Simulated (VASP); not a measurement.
Input:

```yaml
crystal:
  lattice:
    - [3.48386, 0.00000, 0.00000]
    - [0.00000, 3.48386, 0.00000]
    - [0.00000, 0.00000, 6.32052]
  atoms:
    - { symbol: Hf, position: [0.00000, 0.50000, 0.85158] }
    - { symbol: Hf, position: [0.50000, 0.00000, 0.14842] }
    - { symbol: Au, position: [0.00000, 0.50000, 0.37143] }
    - { symbol: Au, position: [0.50000, 0.00000, 0.62857] }
```

The numbers are results of PBEsol GGA, VASP's PBE PAW potentials (set 64) (plane waves; VASP), not measurements. Numerical set-up: 300 eV cut-off, 8×8×4 Γ-centred mesh, Gaussian smearing of 0.10 eV, potentials Hf_pv Au.

At this cut-off the stress carries a Pulay error, which pulls relaxed volumes low.

Q: Which forces act on the atoms, in eV/Å?

A: 
| atom | Fx | Fy | Fz |
|---|---|---|---|
| Hf1 | 0.000 | 0.000 | -0.073 |
| Hf2 | 0.000 | 0.000 | 0.073 |
| Au3 | 0.000 | 0.000 | 0.023 |
| Au4 | 0.000 | 0.000 | -0.023 |

Q: Give the stress tensor in GPa (positive for a compressed cell).

A: 
```
-3.80   0.00   0.00
 0.00  -3.80   0.00
 0.00   0.00  -3.95
```
The pressure is its mean diagonal, -3.85 GPa.

The structure comes from a computed database's HfAu entry (P4/nmm); how it stands against other phases isn't given here. The cell was not relaxed at this level.
